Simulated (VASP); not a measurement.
OSZICAR of a VASP run on S (relaxed from the simple-cubic structure, space group Pm-3m):

**OSZICAR**
```
       N       E                     dE             d eps       ncg     rms          rms(c)
DAV:   1     0.130824502751E+01    0.13082E+01   -0.25802E+03  1246   0.592E+02
DAV:   2    -0.876923662319E+01   -0.10077E+02   -0.95267E+01  1750   0.749E+01
DAV:   3    -0.890837115137E+01   -0.13913E+00   -0.13916E+00  1407   0.984E+00
DAV:   4    -0.890872921824E+01   -0.35807E-03   -0.35807E-03  1834   0.514E-01
DAV:   5    -0.890872984051E+01   -0.62227E-06   -0.62229E-06  1393   0.143E-02    0.997E+00
DAV:   6    -0.718712590914E+01    0.17216E+01   -0.27516E-01  1351   0.466E+00    0.629E+00
DAV:   7    -0.830871692495E+01   -0.11216E+01   -0.28041E-01  1295   0.525E+00    0.626E-01
DAV:   8    -0.732925866540E+01    0.97946E+00   -0.20172E-01  1386   0.421E+00    0.178E-01
DAV:   9    -0.733403029523E+01   -0.47716E-02   -0.28581E-03  1575   0.645E-01    0.803E-02
DAV:  10    -0.733199923948E+01    0.20311E-02   -0.67001E-04  1302   0.321E-01    0.136E-01
DAV:  11    -0.733415643431E+01   -0.21572E-02   -0.57568E-04  1239   0.289E-01    0.516E-02
DAV:  12    -0.733426963472E+01   -0.11320E-03   -0.52968E-05  1526   0.933E-02    0.226E-02
DAV:  13    -0.733426557737E+01    0.40574E-05   -0.15118E-06  1547   0.148E-02    0.173E-02
DAV:  14    -0.733426854227E+01   -0.29649E-05   -0.27846E-06  1281   0.204E-02    0.512E-03
DAV:  15    -0.733426995795E+01   -0.14157E-05   -0.54671E-07  1316   0.867E-03    0.835E-04
DAV:  16    -0.733427002402E+01   -0.66079E-07   -0.17490E-08   749   0.181E-03
   1 F= -.73342700E+01 E0= -.73341015E+01  d E =-.733427E+01
       N       E                     dE             d eps       ncg     rms          rms(c)
DAV:   1    -0.733515973269E+01   -0.88977E-03   -0.35345E-02  1176   0.134E+00    0.286E-01
DAV:   2    -0.733454976634E+01    0.60997E-03   -0.11304E-03  1344   0.287E-01    0.151E-01
DAV:   3    -0.733433677275E+01    0.21299E-03   -0.65140E-04  1190   0.228E-01    0.488E-02
DAV:   4    -0.733444485845E+01   -0.10809E-03   -0.26267E-05  1407   0.539E-02    0.356E-02
DAV:   5    -0.733446737539E+01   -0.22517E-04   -0.32634E-06  1260   0.236E-02    0.100E-02
DAV:   6    -0.733447166876E+01   -0.42934E-05   -0.25488E-06  1309   0.144E-02    0.279E-03
DAV:   7    -0.733447235131E+01   -0.68255E-06   -0.17103E-07   693   0.479E-03
   2 F= -.73344724E+01 E0= -.73343244E+01  d E =-.202327E-03
       N       E                     dE             d eps       ncg     rms          rms(c)
DAV:   1    -0.733454090743E+01   -0.69239E-04   -0.22416E-03  1176   0.337E-01    0.714E-02
DAV:   2    -0.733450493664E+01    0.35971E-04   -0.73013E-05  1344   0.736E-02    0.378E-02
DAV:   3    -0.733449130052E+01    0.13636E-04   -0.41498E-05  1183   0.582E-02    0.127E-02
DAV:   4    -0.733449814167E+01   -0.68412E-05   -0.15349E-06  1330   0.132E-02    0.948E-03
DAV:   5    -0.733449870663E+01   -0.56496E-06   -0.22791E-07   721   0.632E-03
   3 F= -.73344987E+01 E0= -.73343436E+01  d E =-.228683E-03
```

Question: Which electronic solver shows in the log?

Answer: It is blocked Davidson (ALGO = Normal, or the opening steps of other solvers). The INCAR had ALGO = Normal.

Question: Can the final energy be trusted as converged?

Answer: The run converged. It stopped with EDIFF = 1E-6, NELM = 100, NSW = 60 and EDIFFG = -0.01 after 3 ionic steps (r2SCAN meta-GGA, plane waves, VASP's PBE PAW potentials (set 64)).

The structure was generated: S was put into the simple-cubic type (Pm-3m), which need not be its known phase. This run relaxes it. Symmetry was kept, so distortions that lower it aren't found. The start is the result of an earlier pass.
